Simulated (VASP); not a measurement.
# AgCl: cell size against the level of theory

Aim: relax AgCl with several functionals and dispersion schemes, and compare the cells. The levels: LDA, PBE, r2SCAN, PBE + D3(BJ), r2SCAN + rVV10, PBE + TS, vdW-DF-cx and SCAN. LASPH is on for some levels and off for others; the table marks which. The start is a computed cell from the Materials Project.

Main program and level: VASP 6.6.1; LDA; plane waves and PAW (Ag, Cl), in the first sound run; inputs show where later runs differ.

### 1. Starting point

Before any relaxation, the start is as follows. Symmetry: Fm-3m, No. 225, cubic system. The conventional cell has a = 5.545 Å, b = 5.545 Å, c = 5.545 Å, α = 90.00°, β = 90.00°, γ = 90.00°. Ag has 6 Cl at 2.77 Å nearest. Nearest to Cl lie 6 Ag at 2.77 Å. Farther neighbours and most contacts between anions are not listed.

### 2. Relaxation with LDA

The start need not lie at this functional's minimum. ISIF = 3 frees volume, shape and positions, and EDIFFG sets the threshold on forces and stress at which the search stops. LDA, the lowest rung, knows the local density alone.

Input file INCAR:

```
SYSTEM = AgCl
PREC = Accurate
ENCUT = 520
EDIFF = 1E-06
NELM = 100
ISMEAR = -1
SIGMA = 0.05
LREAL = .FALSE.
ALGO = Normal
GGA = CA
NBANDS = 15
LORBIT = 11
LWAVE = .FALSE.
LCHARG = .FALSE.
KPAR = 2
IBRION = 2
NSW = 60
ISIF = 3
EDIFFG = -0.01
```

Input file POSCAR:

```
AgCl
1.0
    0.0000000000      2.7726629968      2.7726629968
    2.7726629968      0.0000000000      2.7726629968
    2.7726629968      2.7726629968      0.0000000000
Ag Cl
1 1
Direct
    0.0000000000      0.0000000000      0.0000000000
    0.5000000000      0.5000000000      0.5000000000
```

Input file KPOINTS:

```
Automatic mesh
0
Gamma
7 7 7
0 0 0
```

Potentials, in the order of the species: Ag and Cl (PBE family, release 64).

On the command line:

```bash
> mpirun -np 2 vasp_std
```

Numbers of over 12 decimals in the logs are rounded to 6 here.

Output:

```text
[banner, memory and clock lines left out]
running    2 mpi-ranks, on    1 nodes
 distrk:  each k-point on    1 cores,    2 groups
 distr:  one band on    1 cores,    1 groups

 POSCAR found type information on POSCAR AgCl
 POSCAR found :  2 types and       2 ions
|                                                                             |
|               ----> ADVICE to this user running VASP <----                  |
|                                                                             |
|     You enforced a specific xc type in the INCAR file but a different       |
|     [... a line on the potential file left out ...]
|     I HOPE YOU KNOW WHAT YOU ARE DOING!                                     |
|                                                                             |

 LDA part: xc-table for (Slater(with rela. corr.)+CA(PZ))
 , standard interpolation
 POSCAR, INCAR and KPOINTS ok, starting setup
 FFT: planning ... GRIDC
 FFT: planning ... GRID_SOFT
 FFT: planning ... GRID
 WAVECAR not read
 entering main loop
       N       E                     dE             d eps       ncg     rms          rms(c)
DAV:   1     0.104967570431E+03    0.10497E+03   -0.87505E+03   608   0.109E+03
DAV:   2    -0.288294587601E+01   -0.10785E+03   -0.98252E+02   726   0.230E+02
DAV:   3    -0.693546518320E+01   -0.40525E+01   -0.40426E+01   726   0.488E+01
DAV:   4    -0.696440515036E+01   -0.28940E-01   -0.28938E-01   761   0.445E+00
DAV:   5    -0.696480078202E+01   -0.39563E-03   -0.39562E-03   803   0.521E-01    0.677E+00
DAV:   6    -0.677416642677E+01    0.19063E+00   -0.44736E-01   748   0.891E+00    0.417E+00
DAV:   7    -0.677256987277E+01    0.15966E-02   -0.65395E-02   691   0.179E+00    0.198E+00
DAV:   8    -0.677035687418E+01    0.22130E-02   -0.43209E-03   768   0.672E-01    0.341E-01
DAV:   9    -0.677021734444E+01    0.13953E-03   -0.33752E-04   768   0.291E-01    0.657E-02
DAV:  10    -0.677022933060E+01   -0.11986E-04   -0.65314E-05   698   0.583E-02    0.157E-02
DAV:  11    -0.677022870793E+01    0.62266E-06   -0.15631E-06   658   0.158E-02
   1 F= -.67702287E+01 E0= -.67702157E+01  d E =-.677023E+01
 curvature:   0.00 expect dE= 0.000E+00 dE for cont linesearch  0.000E+00
 trial: gam= 0.00000 g(F)=  0.106E-62 g(S)=  0.156E+00 ort = 0.000E+00 (trialstep = 0.100E+01)
 search vector abs. value=  0.156E+00
 bond charge predicted
       N       E                     dE             d eps       ncg     rms          rms(c)
DAV:   1    -0.912039333290E+01   -0.23502E+01   -0.35552E+01   600   0.596E+01    0.112E+01
DAV:   2    -0.696409394053E+01    0.21563E+01   -0.69497E+00   600   0.270E+01    0.261E+00
DAV:   3    -0.686149253916E+01    0.10260E+00   -0.20851E-01   698   0.399E+00    0.148E+00
DAV:   4    -0.685167189089E+01    0.98206E-02   -0.32820E-02   726   0.139E+00    0.826E-01
DAV:   5    -0.684976652792E+01    0.19054E-02   -0.20078E-03   684   0.382E-01    0.290E-01
DAV:   6    -0.684959563235E+01    0.17090E-03   -0.46425E-04   705   0.157E-01    0.501E-02
DAV:   7    -0.684959424908E+01    0.13833E-05   -0.73212E-06   663   0.205E-02    0.292E-02
DAV:   8    -0.684959600437E+01   -0.17553E-05   -0.77623E-07   573   0.987E-03    0.282E-03
DAV:   9    -0.684959599869E+01    0.56814E-08   -0.30459E-07   356   0.480E-03
   2 F= -.68495960E+01 E0= -.68495868E+01  d E =-.793673E-01
 trial-energy change:   -0.079367  1 .order   -0.073317   -0.155891    0.009256
 step:   0.9537(harm=  0.9440)  dis= 0.00000  next Energy=    -6.849810 (dE=-0.796E-01)
 bond charge predicted
       N       E                     dE             d eps       ncg     rms          rms(c)
DAV:   1    -0.685451802335E+01   -0.49220E-02   -0.78156E-02   628   0.284E+00    0.455E-01
DAV:   2    -0.685011675804E+01    0.44013E-02   -0.11144E-02   628   0.122E+00    0.152E-01
DAV:   3    -0.684984608913E+01    0.27067E-03   -0.71206E-04   719   0.200E-01    0.991E-02
DAV:   4    -0.684982325299E+01    0.22836E-04   -0.28695E-05   754   0.431E-02    0.382E-02
DAV:   5    -0.684982074794E+01    0.25051E-05   -0.39271E-06   662   0.318E-02    0.472E-03
DAV:   6    -0.684982067834E+01    0.69595E-07   -0.16996E-06   379   0.160E-02
   3 F= -.68498207E+01 E0= -.68498112E+01  d E =-.795920E-01
 curvature:  -0.46 expect dE=-0.172E-05 dE for cont linesearch -0.172E-05
 trial: gam= 0.00000 g(F)=  0.574E-61 g(S)=  0.375E-05 ort =-0.765E-03 (trialstep = 0.991E+00)
 search vector abs. value=  0.375E-05
 reached required accuracy - stopping structural energy minimisation
```

It took 16 s on 2 MPI ranks of AMD EPYC 7R43, shared host; peak memory 0.25 GiB; 30 s of CPU time.

Lines that name or quote the potential files are left out of all logs, and their timing lines are given in words.

Parts of OUTCAR (step 2):

```text
ion  position               nearest neighbor table
   1  0.000  0.000  0.000-   2 2.77   2 2.77   2 2.77   2 2.77   2 2.77   2 2.77
   2  0.500  0.500  0.500-   1 2.77   1 2.77   1 2.77   1 2.77   1 2.77   1 2.77

  LATTYP: Found a face centered cubic cell.
 ALAT       =     5.5453259936

 Subroutine GETGRP returns: Found 48 space group operations
 (whereof 48 operations were pure point group operations)

The static configuration has the point symmetry O_h .

 Found     20 irreducible k-points:

   k-points           NKPTS =     20   k-points in BZ     NKDIM =     20   number of bands    NBANDS=     15

   dimension x,y,z NGX =    30 NGY =   30 NGZ =   30
   dimension x,y,z NGXF=    60 NGYF=   60 NGZF=   60

   ENCUT  =  520.0 eV  38.22 Ry    6.18 a.u.   7.29  7.29  7.29*2*pi/ulx,y,z

   NELECT =      18.0000    total number of electrons

 k-points in reciprocal lattice and weights: Automatic mesh
   0.00000000  0.00000000  0.00000000       0.003
   0.14285714  0.00000000  0.00000000       0.023
   0.28571429  0.00000000  0.00000000       0.023
   0.42857143  0.00000000  0.00000000       0.023
   0.14285714  0.14285714  0.00000000       0.017
   0.28571429  0.14285714  0.00000000       0.070
   0.42857143  0.14285714  0.00000000       0.070
  -0.42857143  0.14285714  0.00000000       0.070
  -0.28571429  0.14285714  0.00000000       0.070
[...]
-0.42857143  0.42857143  0.14285714       0.070
  -0.28571429  0.42857143  0.14285714       0.070

 average (electrostatic) potential at core
       1 -72.1528       2 -90.8027

 E-fermi :   5.2929

 k-point     1 :       0.0000    0.0000    0.0000
  band No.  band energies     occupation
    ...
      5       1.9833      2.00000
      6       1.9833      2.00000
      7       2.1747      2.00000
      8       2.1747      2.00000
      9       2.1747      2.00000
     10       5.5715      0.00759
     11      15.6593      0.00000
     12      15.6593      0.00000
     13      15.6593      0.00000
     14      16.7885      0.00000
    ...

 k-point     2 :       0.1429    0.0000    0.0000
  band No.  band energies     occupation
    ...
      5       2.0264      2.00000
      6       2.0264      2.00000
      7       2.3366      2.00000
      8       3.1648      2.00000
      9       3.1648      2.00000
     10       6.5713      0.00000
     11      13.8928      0.00000
     12      15.1684      0.00000
     13      15.1684      0.00000
     14      16.9717      0.00000
    ...

 k-point     3 :       0.2857    0.0000    0.0000
  band No.  band energies     occupation
    ...
      5       2.2289      2.00000
      6       2.2289      2.00000
      7       2.5527      2.00000
      8       4.1753      2.00000
      9       4.1753      2.00000
     10       8.0921      0.00000
     11      12.1861      0.00000
     12      13.4986      0.00000
     13      13.4986      0.00000
     14      17.3927      0.00000
    ...

  Total        0.0071984      0.0071984      0.0071984     -0.0000000      0.0000000     -0.0000000
  in kB        0.2998974      0.2998974      0.2998974     -0.0000000      0.0000000     -0.0000000
  external PRESSURE =       0.2998974 kB  Pullay stress =       0.0000000 kB

  energy-cutoff  :      520.00
  volume of cell :       38.46
      direct lattice vectors                 reciprocal lattice vectors
     0.000000000  2.679048590  2.679048590    -0.186633420  0.186633420  0.186633420
     2.679048590  0.000000000  2.679048590     0.186633420 -0.186633420  0.186633420
     2.679048590  2.679048590 -0.000000000     0.186633420  0.186633420 -0.186633420

 POSITION                                       TOTAL-FORCE (eV/Angst)
 -----------------------------------------------------------------------------------
      0.00000      0.00000      0.00000        -0.000000      0.000000      0.000000
      2.67905      2.67905      2.67905         0.000000      0.000000     -0.000000
 -----------------------------------------------------------------------------------
    total drift:                               -0.000000      0.000000      0.000000

  FREE ENERGIE OF THE ION-ELECTRON SYSTEM (eV)
  ---------------------------------------------------
  free  energy   TOTEN  =        -6.8498206783 eV

  energy  without entropy=       -6.8498017221  energy(sigma->0) =       -6.84981120

 reached required accuracy - stopping structural energy minimisation

 total charge
# of ion       s       p       d       tot
------------------------------------------
    1        0.235   0.185   9.358   9.778
    2        1.589   3.424   0.000   5.013
--------------------------------------------------
tot          1.824   3.609   9.358  14.791

[... 3 further parts left out ...]
```

CONTCAR:

```
AgCl
   1.00000000000000
     0.0000000000000000    2.6790485901950940    2.6790485901950940
     2.6790485901950940    0.0000000000000000    2.6790485901950940
     2.6790485901950940    2.6790485901950940   -0.0000000000000000
  Ag              Cl
     1     1
Direct
     0.0000000000000000    0.0000000000000000    0.0000000000000000
     0.5000000000000000    0.5000000000000000    0.5000000000000000
```

The gap is read on the k-mesh alone, so it is an upper bound where the band edges lie off the mesh. The PAW data sets were made with PBE, though LDA sets exist; this is a small mismatch. After so large a change of volume the plane waves of the start cell no longer fit, so the final stress carries a basis-set error. The run keeps the 48 symmetry operations of its start, so it cannot find a distortion of lower symmetry.

Step by step:

| step | energy less that of the first step (eV) | largest force (eV/Å) | pressure (GPa) | volume (Å³) |
| --- | --- | --- | --- | --- |
| 1 | 0.0000 | 0.0000 | -5.52 | 42.63 |
| 2 | -0.0794 | 0.0000 | 0.36 | 38.26 |
| 3 | -0.0796 | 0.0000 | 0.03 | 38.46 |

| conventional cell, symmetrised | before | after | change |
| --- | --- | --- | --- |
| a (Å) | 5.545 | 5.358 | -3.4 % |
| b (Å) | 5.545 | 5.358 | -3.4 % |
| c (Å) | 5.545 | 5.358 | -3.4 % |
| volume (Å³/atom) | 21.32 | 19.23 | -9.8 % |

Final coordinates:

```
Ag Cl
1.0
     0.00000    2.67905    2.67905
     2.67905    0.00000    2.67905
     2.67905    2.67905    0.00000
Ag Cl
1 1
Cartesian
  0.0000 0.0000 0.0000
  2.6790 2.6790 2.6790
```

Numbers from this step:

```
electrons                       : 18
bands                           : 15
irreducible k-points            : 20
symmetry operations             : 48
free energy (TOTEN)             : -6.850 eV
Fermi energy                    : 5.293 eV
pressure                        : 0.02999 GPa
metallic                        : no
valence top at k                : 0.4286, 0, 0
conduction bottom at k          : 0, 0, 0
least direct gap at k           : 0, 0, 0
SCF cycles over all ionic steps : 26
gap on the k-mesh               : 0.7331 eV
least direct gap on the k-mesh  : 3.397 eV
```

It ends with forces that vanish by symmetry and a pressure of 0.03 GPa. The conventional cell has a = 5.358 Å.

### 3. Relaxation with PBE

This step: PBE; plane waves and PAW (Ag, Cl) (VASP 6.6.1).

PBE, the usual starting point, adds the gradient of the density.

INCAR, as its differences from that of step 2:

```diff
@@ -9,3 +9,3 @@
 ALGO = Normal
-GGA = CA
+GGA = PE
 NBANDS = 15
```

POSCAR is that of step 2.

KPOINTS is that of step 2.

On the command line:

```bash
> mpirun -np 2 vasp_std
```

Output:

```text
[banner, memory and clock lines left out]
running    2 mpi-ranks, on    1 nodes
 distrk:  each k-point on    1 cores,    2 groups
 distr:  one band on    1 cores,    1 groups

 POSCAR found type information on POSCAR AgCl
 POSCAR found :  2 types and       2 ions
 LDA part: xc-table for (Slater+PW92), standard interpolation
 POSCAR, INCAR and KPOINTS ok, starting setup
 FFT: planning ... GRIDC
 FFT: planning ... GRID_SOFT
 FFT: planning ... GRID
 WAVECAR not read
 entering main loop
       N       E                     dE             d eps       ncg     rms          rms(c)
DAV:   1     0.107341609197E+03    0.10734E+03   -0.87983E+03   608   0.109E+03
DAV:   2    -0.148452572227E+01   -0.10883E+03   -0.99598E+02   719   0.233E+02
DAV:   3    -0.554768222355E+01   -0.40632E+01   -0.40524E+01   754   0.488E+01
DAV:   4    -0.557689252397E+01   -0.29210E-01   -0.29208E-01   747   0.446E+00
DAV:   5    -0.557730277801E+01   -0.41025E-03   -0.41022E-03   782   0.532E-01    0.617E+00
DAV:   6    -0.539841102843E+01    0.17889E+00   -0.26525E-01   741   0.684E+00    0.398E+00
DAV:   7    -0.539456256366E+01    0.38485E-02   -0.98689E-02   705   0.221E+00    0.198E+00
DAV:   8    -0.539389019161E+01    0.67237E-03   -0.47594E-03   719   0.750E-01    0.303E-01
DAV:   9    -0.539396455206E+01   -0.74360E-04   -0.52133E-04   740   0.300E-01    0.398E-02
DAV:  10    -0.539403069254E+01   -0.66140E-04   -0.97699E-05   740   0.908E-02    0.320E-02
DAV:  11    -0.539403429745E+01   -0.36049E-05   -0.41051E-06   747   0.151E-02    0.303E-03
DAV:  12    -0.539403438832E+01   -0.90866E-07   -0.36227E-07   489   0.597E-03
   1 F= -.53940344E+01 E0= -.53940333E+01  d E =-.539403E+01
 curvature:   0.00 expect dE= 0.000E+00 dE for cont linesearch  0.000E+00
 trial: gam= 0.00000 g(F)=  0.176E-60 g(S)=  0.115E-01 ort = 0.000E+00 (trialstep = 0.100E+01)
 search vector abs. value=  0.115E-01
 bond charge predicted
       N       E                     dE             d eps       ncg     rms          rms(c)
DAV:   1    -0.554702274499E+01   -0.15299E+00   -0.25449E+00   600   0.160E+01    0.265E+00
DAV:   2    -0.541086853886E+01    0.13615E+00   -0.32096E-01   614   0.662E+00    0.841E-01
DAV:   3    -0.540109686843E+01    0.97717E-02   -0.28748E-02   705   0.140E+00    0.620E-01
DAV:   4    -0.540043084702E+01    0.66602E-03   -0.10499E-03   698   0.320E-01    0.166E-01
DAV:   5    -0.540037026354E+01    0.60583E-04   -0.31595E-04   698   0.257E-01    0.250E-02
DAV:   6    -0.540035896906E+01    0.11294E-04   -0.55576E-05   684   0.917E-02    0.109E-02
DAV:   7    -0.540035986588E+01   -0.89682E-06   -0.21431E-06   629   0.211E-02
   2 F= -.54003599E+01 E0= -.54003588E+01  d E =-.632548E-02
 trial-energy change:   -0.006325  1 .order   -0.006446   -0.011549   -0.001342
 step:   1.1430(harm=  1.1315)  dis= 0.00000  next Energy=    -5.400456 (dE=-0.642E-02)
 bond charge predicted
       N       E                     dE             d eps       ncg     rms          rms(c)
DAV:   1    -0.540346140973E+01   -0.31024E-02   -0.51613E-02   614   0.227E+00    0.375E-01
DAV:   2    -0.540066264812E+01    0.27988E-02   -0.68743E-03   614   0.936E-01    0.113E-01
DAV:   3    -0.540047257867E+01    0.19007E-03   -0.54669E-04   705   0.183E-01    0.818E-02
DAV:   4    -0.540045361829E+01    0.18960E-04   -0.18237E-05   698   0.385E-02    0.253E-02
DAV:   5    -0.540044911622E+01    0.45021E-05   -0.35527E-06   697   0.274E-02    0.337E-03
DAV:   6    -0.540044897922E+01    0.13700E-06   -0.90610E-07   335   0.110E-02
   3 F= -.54004490E+01 E0= -.54004479E+01  d E =-.641459E-02
 curvature:  -0.56 expect dE=-0.582E-07 dE for cont linesearch -0.582E-07
 trial: gam=-0.00299 g(F)=  0.371E-62 g(S)=  0.104E-06 ort = 0.346E-04 (trialstep = 0.103E+01)
 search vector abs. value=  0.101E-09
 reached required accuracy - stopping structural energy minimisation
```

Wall time 15 s (2 MPI ranks); peak memory 0.28 GiB; 28 s of CPU time.

From OUTCAR (step 3):

```text
The static configuration has the point symmetry O_h .

 Found     20 irreducible k-points:

   NELECT =      18.0000    total number of electrons

 E-fermi :   3.9307

 k-point     1 :       0.0000    0.0000    0.0000
  band No.  band energies     occupation
    ...
      5       1.1404      2.00000
      6       1.1404      2.00000
      7       1.2243      2.00000
      8       1.2243      2.00000
      9       1.2243      2.00000
     10       4.3333      0.00064
     11      14.2820      0.00000
     12      14.2820      0.00000
     13      14.2820      0.00000
     14      15.8453      0.00000
    ...

 k-point     2 :       0.1429    0.0000    0.0000
  band No.  band energies     occupation
    ...
      5       1.1637      2.00000
      6       1.1637      2.00000
      7       1.3889      2.00000
      8       2.0500      2.00000
      9       2.0500      2.00000
     10       5.1981      0.00000
     11      12.6622      0.00000
     12      13.7728      0.00000
     13      13.7728      0.00000
     14      15.3557      0.00000
    ...

  Total        0.0011968      0.0011968      0.0011968      0.0000000      0.0000000      0.0000000
  in kB        0.0435233      0.0435233      0.0435233      0.0000000      0.0000000      0.0000000
  external PRESSURE =       0.0435233 kB  Pullay stress =       0.0000000 kB

  energy-cutoff  :      520.00
  volume of cell :       44.05
      direct lattice vectors                 reciprocal lattice vectors
    -0.000000000  2.803203227  2.803203227    -0.178367375  0.178367375  0.178367375
     2.803203227 -0.000000000  2.803203227     0.178367375 -0.178367375  0.178367375
     2.803203227  2.803203227 -0.000000000     0.178367375  0.178367375 -0.178367375

 POSITION                                       TOTAL-FORCE (eV/Angst)
 -----------------------------------------------------------------------------------
     -0.00000      0.00000      0.00000        -0.000000      0.000000     -0.000000
      2.80320      2.80320      2.80320         0.000000     -0.000000      0.000000
 -----------------------------------------------------------------------------------
    total drift:                               -0.000000      0.000000      0.000000

  FREE ENERGIE OF THE ION-ELECTRON SYSTEM (eV)
  ---------------------------------------------------
  free  energy   TOTEN  =        -5.4004489792 eV

  energy  without entropy=       -5.4004469150  energy(sigma->0) =       -5.40044795

 total charge
# of ion       s       p       d       tot
------------------------------------------
    1        0.190   0.128   9.372   9.691
    2        1.603   3.470   0.000   5.073
--------------------------------------------------
tot          1.793   3.599   9.372  14.764

[... 8 parts as in an earlier step ...]

[... 5 further parts left out ...]
```

The steps of the relaxation:

| step | energy less that of the first step (eV) | largest force (eV/Å) | pressure (GPa) | volume (Å³) |
| --- | --- | --- | --- | --- |
| 1 | 0.0000 | 0.0000 | 1.50 | 42.63 |
| 2 | -0.0063 | 0.0000 | 0.17 | 43.87 |
| 3 | -0.0064 | 0.0000 | 0.00 | 44.05 |

| conventional cell, symmetrised | before | after | change |
| --- | --- | --- | --- |
| a (Å) | 5.545 | 5.606 | +1.1 % |
| b (Å) | 5.545 | 5.606 | +1.1 % |
| c (Å) | 5.545 | 5.606 | +1.1 % |
| volume (Å³/atom) | 21.32 | 22.03 | +3.3 % |

Final coordinates:

```cif
data_structure
_symmetry_space_group_name_H-M 'P 1'
_symmetry_Int_Tables_number 1
_cell_length_a 3.9643
_cell_length_b 3.9643
_cell_length_c 3.9643
_cell_angle_alpha 60.000
_cell_angle_beta 60.000
_cell_angle_gamma 60.000
_cell_volume 44.05
loop_
_atom_site_label
_atom_site_type_symbol
_atom_site_fract_x
_atom_site_fract_y
_atom_site_fract_z
_atom_site_occupancy
Ag1 Ag 0.00000 0.00000 0.00000 1
Cl2 Cl 0.50000 0.50000 0.50000 1
```

This step gave:

| Property | Result |
| --- | --- |
| free energy (TOTEN) | -5.400 eV |
| Fermi energy | 3.931 eV |
| pressure | 0.004352 GPa |
| SCF cycles over all ionic steps | 25 |
| gap on the k-mesh | 0.9889 eV |
| least direct gap on the k-mesh | 3.109 eV |

It ends at 22.03 Å³/atom, +3.3 % from the start, with 0.00 GPa left. The conventional cell has a = 5.606 Å.

(Continued in part 2 of 3.)

[Lines on the potential files, build, host, timing and source positions are cut from VASP's logs without a mark.]

[Logs are printed without paths, hosts, clocks, repeated set-up lines and the standing remarks that a program may print on its own settings, such as how far it seeks lower states.]

[Hosts, paths, dates, database ids (printed as entryN), source tags and the programs' standing remarks are cut or masked in the printed files.]

[A measured line is paired with the nearest computed mode of its activity, which favours agreement.]
